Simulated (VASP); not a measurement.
Input:

```
AlNi3
1.0
    3.58969     0.00000     0.00000
    0.00000     3.58969     0.00000
    0.00000     0.00000     3.58969
Al Ni
1 3
Direct
  0.00000   0.00000   0.00000
  0.00000   0.50000   0.50000
  0.50000   0.00000   0.50000
  0.50000   0.50000   0.00000
```
Starting moments (μB, in the order of the record's atoms Al Ni Ni Ni): 0.0 0.3 0.3 0.3.

Level of theory: revPBE GGA, VASP's PBE PAW potentials (set 64) (plane waves; VASP 6.6.1). Numerical set-up: 520 eV cut-off, 10×10×10 Γ-centred mesh, tetrahedra with Blöchl corrections, potentials Al Ni.

### Question
What does the run give for the cell moment, energy per atom (σ→0), band gap (on the k-mesh) with the smallest direct gap where there is one?

### Answer

* **band gap (on the k-mesh)**: none (metal, semimetal or under 0.01 eV)
* **cell moment**: 0.73 μB
* **energy per atom (σ→0)**: -5.109 eV/atom

### Question
Give the moment on each site (PAW-sphere projection).

### Answer

```csv
site,moment (μB)
Al1,-0.01
Ni2,0.26
Ni3,0.26
Ni4,0.26
```

Only differences to runs with the same potentials and settings are physical.

The compound is Ni3Al in the L1_2 structure. It was relaxed first.
